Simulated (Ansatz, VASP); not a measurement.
# Cross-check of ZnO (zincite) between VASP and Ansatz, part 2 of 2

Aim: how closely do two programs agree when they are given the same cell, functional and k mesh? The cell is taken from a series of runs on this material, whose earlier steps may have relaxed, scaled, displaced or heated it; both programs get it as it stands.

VASP 6.6.1 and Ansatz 0.2.0.

So far: The starting structure; Ansatz: zone-centre phonons, r2SCAN.

## Step 3: VASP: zone-centre phonons, r2SCAN

Level of this step: r2SCAN; plane waves and PAW (Zn, O) (VASP).

The same cell, functional and mesh now go to VASP, with its own data sets.

Lines of VASP's logs that name or quote its potential files are left out, and so is its time.

INCAR

```
SYSTEM = ZnO
PREC = Accurate
ENCUT = 660
EDIFF = 1E-08
NELM = 120
ISMEAR = 0
SIGMA = 0.01
LREAL = .FALSE.
ALGO = Normal
METAGGA = R2SCAN
LASPH = .TRUE.
NBANDS = 24
LORBIT = 11
LWAVE = .FALSE.
LCHARG = .FALSE.
ISIF = 2
IBRION = 6
NFREE = 2
POTIM = 0.015
NSW = 1
GGA_COMPAT = .FALSE.
EFERMI = MIDGAP
LMIXTAU = .TRUE.
KPAR = 2
```

POSCAR

```
ZnO
1.0
    3.2351622687      0.0000000000      0.0000000000
   -1.6175811344      2.8017327101      0.0000000000
    0.0000000000      0.0000000000      5.2115293225
Zn O
2 2
Direct
    0.3333333334      0.6666666668      0.4996999690
    0.6666666668      0.3333333334      0.9996999690
    0.6666666668      0.3333333334      0.3793100310
    0.3333333334      0.6666666668      0.8793100310
```

KPOINTS

```
Automatic mesh
0
Gamma
9 9 6
0 0 0
```

PAW data sets: Zn and O (PBE family, release 64).

Started as:

```bash
$ mpirun -np 2 vasp_std
```

Numbers of over 12 decimals in the logs are rounded to 6 here.

Output:

```text
[banner, memory and clock lines left out]
running    2 mpi-ranks, on    1 nodes
 distrk:  each k-point on    1 cores,    2 groups
 distr:  one band on    1 cores,    1 groups

 POSCAR found type information on POSCAR ZnO
 POSCAR found :  2 types and       4 ions
|                                                                             |
|               ----> ADVICE to this user running VASP <----                  |
|                                                                             |
|     You enforced a specific xc type in the INCAR file but a different       |
|     [... a line on the potential file left out ...]
|     I HOPE YOU KNOW WHAT YOU ARE DOING!                                     |
|                                                                             |

 LDA part: xc-table for (None), standard interpolation
 POSCAR, INCAR and KPOINTS ok, starting setup
 FFT: planning ... GRIDC
 FFT: planning ... GRID_SOFT
 FFT: planning ... GRID
 WAVECAR not read
 entering main loop
       N       E                     dE             d eps       ncg     rms          rms(c)
DAV:   1     0.293946771955E+03    0.29395E+03   -0.22078E+04  2328   0.264E+03
DAV:   2    -0.137140902149E+02   -0.30766E+03   -0.29248E+03  2496   0.480E+02
DAV:   3    -0.460442280616E+02   -0.32330E+02   -0.32043E+02  2696   0.158E+02
DAV:   4    -0.465965241605E+02   -0.55230E+00   -0.55199E+00  2600   0.215E+01
DAV:   5    -0.465995772265E+02   -0.30531E-02   -0.30530E-02  2688   0.154E+00    0.144E+01
DAV:   6    -0.378427848738E+02    0.87568E+01   -0.56396E+00  3320   0.676E+01    0.101E+01
DAV:   7    -0.357597800027E+02    0.20830E+01   -0.34904E+00  2304   0.164E+01    0.518E+00
DAV:   8    -0.391142159315E+02   -0.33544E+01   -0.84696E-01  2792   0.227E+01    0.126E+00
DAV:   9    -0.356801063102E+02    0.34341E+01   -0.82604E-01  2560   0.195E+01    0.119E+00
DAV:  10    -0.362968961144E+02   -0.61679E+00   -0.33578E-01  2312   0.609E+00    0.258E-01
DAV:  11    -0.362980914159E+02   -0.11953E-02   -0.13247E-02  2840   0.114E+00    0.457E-01
DAV:  12    -0.363077721084E+02   -0.96807E-02   -0.66934E-04  2712   0.845E-01    0.303E-01
DAV:  13    -0.363161461724E+02   -0.83741E-02   -0.33579E-03  2600   0.211E+00    0.839E-01
DAV:  14    -0.363443679387E+02   -0.28222E-01   -0.28687E-02  2472   0.485E+00    0.279E+00
[...]
DAV:  25    -0.363291611364E+02   -0.42264E-05   -0.40083E-06  2368   0.218E-02    0.571E-03
DAV:  26    -0.363291629553E+02   -0.18190E-05   -0.36017E-07  2368   0.698E-03    0.361E-03
DAV:  27    -0.363291651627E+02   -0.22074E-05   -0.10248E-07  3176   0.355E-03    0.349E-03
DAV:  28    -0.363291672406E+02   -0.20779E-05   -0.33142E-07  2400   0.129E-02    0.761E-04
DAV:  29    -0.363291674392E+02   -0.19860E-06   -0.23674E-08  1960   0.150E-03    0.205E-04
DAV:  30    -0.363291674710E+02   -0.31800E-07   -0.31827E-09  1464   0.774E-04    0.772E-05
DAV:  31    -0.363291675154E+02   -0.44363E-07   -0.12725E-09  1184   0.536E-04    0.648E-05
DAV:  32    -0.363291675224E+02   -0.70186E-08   -0.27711E-10  1200   0.290E-04
   1 F= -.36329168E+02 E0= -.36329168E+02  d E =0.000000E+00
[...]
4 F= -.36327890E+02 E0= -.36327890E+02  d E =0.000000E+00
[...]
5 F= -.36327789E+02 E0= -.36327789E+02  d E =0.000000E+00
[...]
6 F= -.36328177E+02 E0= -.36328177E+02  d E =0.000000E+00
[...]
7 F= -.36328177E+02 E0= -.36328177E+02  d E =0.000000E+00
[...]
8 F= -.36327839E+02 E0= -.36327839E+02  d E =0.000000E+00
 Finite differences progress:
  Degree of freedom:   4/  4
  Displacement:        1/  2
  Total:               7/  8
 bond charge predicted
       N       E                     dE             d eps       ncg     rms          rms(c)
DAV:   1    -0.363229432214E+02    0.48962E-02   -0.44661E+00  2976   0.147E+01    0.499E-01
DAV:   2    -0.363274251777E+02   -0.44820E-02   -0.10427E-01  3360   0.373E+00    0.253E-01
DAV:   3    -0.363271834839E+02    0.24169E-03   -0.37761E-03  3392   0.792E-01    0.173E-01
DAV:   4    -0.363273673261E+02   -0.18384E-03   -0.15321E-03  3520   0.659E-01    0.582E-02
DAV:   5    -0.363274484041E+02   -0.81078E-04   -0.73490E-04  3032   0.320E-01    0.159E-02
DAV:   6    -0.363275702109E+02   -0.12181E-03   -0.40487E-04  3024   0.222E-01    0.210E-02
DAV:   7    -0.363277174977E+02   -0.14729E-03   -0.47134E-05  3136   0.111E-01    0.499E-03
DAV:   8    -0.363277205269E+02   -0.30292E-05   -0.42533E-06  3344   0.263E-02    0.274E-03
DAV:   9    -0.363277215006E+02   -0.97367E-06   -0.96175E-07  3104   0.160E-02    0.971E-04
DAV:  10    -0.363277217247E+02   -0.22413E-06   -0.21775E-07  3120   0.479E-03    0.540E-04
DAV:  11    -0.363277215672E+02    0.15752E-06   -0.15960E-08  2240   0.262E-03    0.151E-04
DAV:  12    -0.363277215634E+02    0.38490E-08   -0.99244E-09  2064   0.135E-03
   9 F= -.36327722E+02 E0= -.36327722E+02  d E =0.000000E+00
 Finite differences progress:
  Degree of freedom:   4/  4
  Displacement:        2/  2
  Total:               8/  8
```

OUTCAR, selected parts (step 3):

```text
ion  position               nearest neighbor table
   1  0.333  0.667  0.500-   3 1.97   3 1.97   3 1.97   4 1.98
   2  0.667  0.333  1.000-   4 1.97   4 1.97   4 1.97   3 1.98
   3  0.667  0.333  0.379-   1 1.97   1 1.97   1 1.97   2 1.98
   4  0.333  0.667  0.879-   2 1.97   2 1.97   2 1.97   1 1.98

  LATTYP: Found a hexagonal cell.
 ALAT       =     3.2351622687
 C/A-ratio  =     1.6109019856

 Subroutine GETGRP returns: Found 12 space group operations
 (whereof  6 operations were pure point group operations)

The static configuration has the point symmetry C_3v.
 The point group associated with its full space group is C_6v.

 Found     48 irreducible k-points:

   k-points           NKPTS =     48   k-points in BZ     NKDIM =     48   number of bands    NBANDS=     24

   dimension x,y,z NGX =    28 NGY =   28 NGZ =   48
   dimension x,y,z NGXF=    56 NGYF=   56 NGZF=   96

   ENCUT  =  660.0 eV  48.51 Ry    6.96 a.u.   6.78  6.78 10.92*2*pi/ulx,y,z

   NELECT =      36.0000    total number of electrons

 k-points in reciprocal lattice and weights: Automatic mesh
   0.00000000  0.00000000  0.00000000       0.002
   0.11111111 -0.00000000  0.00000000       0.012
   0.22222222  0.00000000  0.00000000       0.012
   0.33333333  0.00000000  0.00000000       0.012
   0.44444444  0.00000000  0.00000000       0.012
   0.11111111  0.11111111  0.00000000       0.012
   0.22222222  0.11111111  0.00000000       0.025
   0.33333333  0.11111111  0.00000000       0.025
   0.44444444  0.11111111  0.00000000       0.012
[...]
0.33333333  0.22222222  0.50000000       0.025
   0.33333333  0.33333333  0.50000000       0.004

 average (electrostatic) potential at core
       1 -41.2929       2 -41.2549       3 -76.8442       4 -76.8395

 E-fermi :   1.5319

 k-point     1 :       0.0000    0.0000    0.0000
  band No.  band energies     occupation
    ...
     14       0.0829      2.00000
     15       0.0829      2.00000
     16       0.8298      2.00000
     17       0.9131      2.00000
     18       0.9131      2.00000
     19       2.1507      0.00000
     20       6.7995      0.00000
     21       9.7528      0.00000
     22      14.6522      0.00000
     23      14.6522      0.00000
    ...

 k-point     2 :       0.1111   -0.0000    0.0000
  band No.  band energies     occupation
    ...
     14      -0.3545      2.00000
     15      -0.0845      2.00000
     16       0.2739      2.00000
     17       0.7449      2.00000
     18       0.8239      2.00000
     19       2.9590      0.00000
     20       7.3138      0.00000
     21       9.7349      0.00000
     22      13.3804      0.00000
     23      14.7874      0.00000
    ...

 k-point     3 :       0.2222    0.0000    0.0000
  band No.  band energies     occupation
    ...
     14      -1.3496      2.00000
     15      -0.5755      2.00000
     16      -0.5083      2.00000
     17       0.4856      2.00000
     18       0.5860      2.00000
     19       4.2866      0.00000
     20       8.4079      0.00000
     21       9.6663      0.00000
     22      11.6104      0.00000
     23      13.6662      0.00000
    ...

  Total        0.1214135      0.1214135      0.3319124     -0.0000000      0.0000000      0.0000000
  in kB        4.1180311      4.1180311     11.2576072     -0.0000000      0.0000000      0.0000000
  external PRESSURE =       6.4978898 kB  Pullay stress =       0.0000000 kB

  energy-cutoff  :      660.00
  volume of cell :       47.24
      direct lattice vectors                 reciprocal lattice vectors
     3.235162269  0.000000000  0.000000000     0.309103506  0.178460992  0.000000000
    -1.617581134  2.801732710  0.000000000     0.000000000  0.356921985  0.000000000
     0.000000000  0.000000000  5.211529322     0.000000000  0.000000000  0.191882255

 POSITION                                       TOTAL-FORCE (eV/Angst)
 -----------------------------------------------------------------------------------
     -0.00000      1.86782      2.60420        -0.000000      0.000000     -0.027170
      1.61758      0.93391      5.20997         0.000000     -0.000000     -0.082927
      1.61758      0.93391      1.96179         0.000000      0.000000      0.190242
     -0.00000      1.86782      4.58255         0.000000     -0.000000     -0.080145
 -----------------------------------------------------------------------------------
    total drift:                               -0.000000     -0.000000      0.010758

  FREE ENERGIE OF THE ION-ELECTRON SYSTEM (eV)
  ---------------------------------------------------
  free  energy   TOTEN  =       -36.3277215634 eV

  energy  without entropy=      -36.3277215634  energy(sigma->0) =      -36.32772156

 Eigenvectors and eigenvalues of the dynamical matrix
 ----------------------------------------------------

   1 f  =   16.492998 THz   103.628565 2PiTHz  550.147206 cm-1    68.209530 meV
             X         Y         Z           dx          dy          dz
     -0.000000  1.867822  2.604201     0.000000    0.000000   -0.085677
      1.617581  0.933911  5.209966    -0.000000   -0.000000    0.085677
      1.617581  0.933911  1.976785    -0.000000   -0.000000   -0.701897
     -0.000000  1.867822  4.582550     0.000000    0.000000    0.701897

   2 f  =   13.134590 THz    82.527064 2PiTHz  438.122767 cm-1    54.320276 meV
             X         Y         Z           dx          dy          dz
     -0.000000  1.867822  2.604201    -0.114278    0.241128    0.000000
      1.617581  0.933911  5.209966     0.114278   -0.241128   -0.000000
      1.617581  0.933911  1.976785     0.280441   -0.591735   -0.000000
     -0.000000  1.867822  4.582550    -0.280441    0.591735   -0.000000

   3 f  =   13.134590 THz    82.527064 2PiTHz  438.122767 cm-1    54.320276 meV
             X         Y         Z           dx          dy          dz
     -0.000000  1.867822  2.604201    -0.241128   -0.114278   -0.000000
      1.617581  0.933911  5.209966     0.241128    0.114278   -0.000000
      1.617581  0.933911  1.976785     0.591735    0.280441    0.000000
     -0.000000  1.867822  4.582550    -0.591735   -0.280441    0.000000

   4 f  =   12.123968 THz    76.177139 2PiTHz  404.412050 cm-1    50.140681 meV
             X         Y         Z           dx          dy          dz
     -0.000000  1.867822  2.604201    -0.130748    0.275872   -0.000000
      1.617581  0.933911  5.209966    -0.130748    0.275872    0.000000
      1.617581  0.933911  1.976785     0.273159   -0.576354    0.000000
     -0.000000  1.867822  4.582550     0.273159   -0.576354    0.000000

   5 f  =   12.123968 THz    76.177139 2PiTHz  404.412050 cm-1    50.140681 meV
             X         Y         Z           dx          dy          dz
     -0.000000  1.867822  2.604201    -0.275872   -0.130748    0.000000
      1.617581  0.933911  5.209966    -0.275872   -0.130748    0.000000
      1.617581  0.933911  1.976785     0.576354    0.273159   -0.000000
     -0.000000  1.867822  4.582550     0.576354    0.273159   -0.000000

   6 f  =   11.459460 THz    72.001908 2PiTHz  382.246426 cm-1    47.392495 meV
             X         Y         Z           dx          dy          dz
     -0.000000  1.867822  2.604201     0.000000    0.000000    0.310014
      1.617581  0.933911  5.209966     0.000000    0.000000    0.310014
      1.617581  0.933911  1.976785    -0.000000   -0.000000   -0.635524
     -0.000000  1.867822  4.582550    -0.000000   -0.000000   -0.635524

   7 f  =    7.769149 THz    48.815002 2PiTHz  259.150910 cm-1    32.130603 meV
             X         Y         Z           dx          dy          dz
     -0.000000  1.867822  2.604201     0.000000    0.000000   -0.701897
      1.617581  0.933911  5.209966    -0.000000   -0.000000    0.701897
      1.617581  0.933911  1.976785    -0.000000    0.000000    0.085677
     -0.000000  1.867822  4.582550     0.000000   -0.000000   -0.085677

   8 f  =    1.964797 THz    12.345185 2PiTHz   65.538580 cm-1     8.125745 meV
             X         Y         Z           dx          dy          dz
     -0.000000  1.867822  2.604201     0.280469   -0.591722   -0.000000
      1.617581  0.933911  5.209966    -0.280469    0.591722   -0.000000
      1.617581  0.933911  1.976785     0.114289   -0.241123   -0.000000
     -0.000000  1.867822  4.582550    -0.114289    0.241123   -0.000000

   9 f  =    1.964797 THz    12.345185 2PiTHz   65.538580 cm-1     8.125745 meV
             X         Y         Z           dx          dy          dz
     -0.000000  1.867822  2.604201     0.591722    0.280469    0.000000
      1.617581  0.933911  5.209966    -0.591722   -0.280469    0.000000
      1.617581  0.933911  1.976785     0.241123    0.114289    0.000000
     -0.000000  1.867822  4.582550    -0.241123   -0.114289    0.000000

  10 f/i=    0.063224 THz     0.397249 2PiTHz    2.108929 cm-1     0.261474 meV
             X         Y         Z           dx          dy          dz
     -0.000000  1.867822  2.604201     0.000000   -0.000000    0.635524
      1.617581  0.933911  5.209966     0.000000   -0.000000    0.635524
      1.617581  0.933911  1.976785     0.000000   -0.000000    0.310014
     -0.000000  1.867822  4.582550     0.000000   -0.000000    0.310014

  11 f/i=    0.156915 THz     0.985924 2PiTHz    5.234112 cm-1     0.648947 meV
             X         Y         Z           dx          dy          dz
     -0.000000  1.867822  2.604201    -0.577426   -0.270885   -0.000000
      1.617581  0.933911  5.209966    -0.577426   -0.270885   -0.000000
      1.617581  0.933911  1.976785    -0.276385   -0.129659   -0.000000
     -0.000000  1.867822  4.582550    -0.276385   -0.129659   -0.000000

  12 f/i=    0.156915 THz     0.985924 2PiTHz    5.234112 cm-1     0.648947 meV
             X         Y         Z           dx          dy          dz
     -0.000000  1.867822  2.604201     0.270885   -0.577426   -0.000000
      1.617581  0.933911  5.209966     0.270885   -0.577426   -0.000000
      1.617581  0.933911  1.976785     0.129659   -0.276385   -0.000000
     -0.000000  1.867822  4.582550     0.129659   -0.276385   -0.000000

 ELASTIC MODULI CONTR FROM IONIC RELAXATION (kBar)
 Direction    XX          YY          ZZ          XY          YZ          ZX
 --------------------------------------------------------------------------------
 XX        -806.6847    314.6008    472.0539      0.0000     -0.0000      0.0000
 YY         314.6008   -806.6847    472.0539      0.0000     -0.0000     -0.0000
 ZZ         472.0539    472.0539   -905.6782     -0.0000      0.0000      0.0000
 XY           0.0000      0.0000     -0.0000   -560.6427     -0.0000     -0.0000
 YZ           0.0000     -0.0000      0.0000     -0.0000   -221.7820      0.0000
 ZX           0.0000     -0.0000      0.0000     -0.0000      0.0000   -221.6455
 --------------------------------------------------------------------------------

 total charge
# of ion       s       p       d       tot
------------------------------------------
    1        0.438   0.487   9.924  10.850
    2        0.438   0.487   9.924  10.850
    3        1.549   3.493   0.000   5.041
    4        1.549   3.493   0.000   5.041
--------------------------------------------------
tot          3.974   7.959  19.849  31.782

[... 3 further parts left out ...]
```

The last energy, forces, stress and levels in OUTCAR belong to the last displaced cell, not to the cell of POSCAR.

Levels, forces or a CONTCAR printed for this step are those of its last displaced cell, not of the structure at rest.

## Step 4: Side by side

Known differences besides the potentials themselves: VASP keeps PBE cores, Ansatz makes them for the functional; fixed occupations in Ansatz, narrow Gaussian smearing in VASP; the cutoff is 500 eV in Ansatz and 660 eV in VASP; VASP uses finite displacements, Ansatz perturbation theory. Total energies have different zeros and are not compared.

Compared:

| quantity | Ansatz | VASP | difference |
| --- | --- | --- | --- |
| optical mode 1 to 2 (cm⁻¹) | 92.1 | 65.5 | +40.48 % |
| optical mode 3 (cm⁻¹) | 258.9 | 259.2 | -0.09 % |
| optical mode 4 (cm⁻¹) | 375.7 | 382.2 | -1.71 % |
| optical mode 5 to 6 (cm⁻¹) | 397.7 | 404.4 | -1.66 % |
| optical mode 7 to 8 (cm⁻¹) | 429.5 | 438.1 | -1.96 % |
| optical mode 9 (cm⁻¹) | 544.0 | 550.1 | -1.12 % |

Modes are paired by rising frequency, not by their patterns, so a pair may set unlike modes beside each other; they are those without the splitting of longitudinal modes.

## Step 5: Outcome

| Property | Result |
| --- | --- |
| r.m.s. difference of the optical zone-centre modes, each program's sorted by frequency (zone-centre phonons, r2SCAN) | 14 cm⁻¹ |
| difference in optical mode 1 to 2 (zone-centre phonons, r2SCAN) | +40.5 % |

The r.m.s. difference of the optical zone-centre modes, each program's sorted by frequency is 14 cm⁻¹ (zone-centre phonons, r2SCAN). Among the rows given in per cent, the largest difference of the zone-centre phonons, r2SCAN pair is in optical mode 1 to 2, +40.5 %. What causes the difference of the zone-centre phonons, r2SCAN pair stays open here. How closely two codes agree says nothing of how well the functional describes the real material.

[Lines on the potential files, build, host, timing and source positions are cut from VASP's logs without a mark.]

[Logs are printed without paths, hosts, clocks, repeated set-up lines and the standing remarks that a program may print on its own settings, such as how far it seeks lower states.]

[Hosts, paths, dates, database ids (printed as entryN), source tags and the programs' standing remarks are cut or masked in the printed files.]
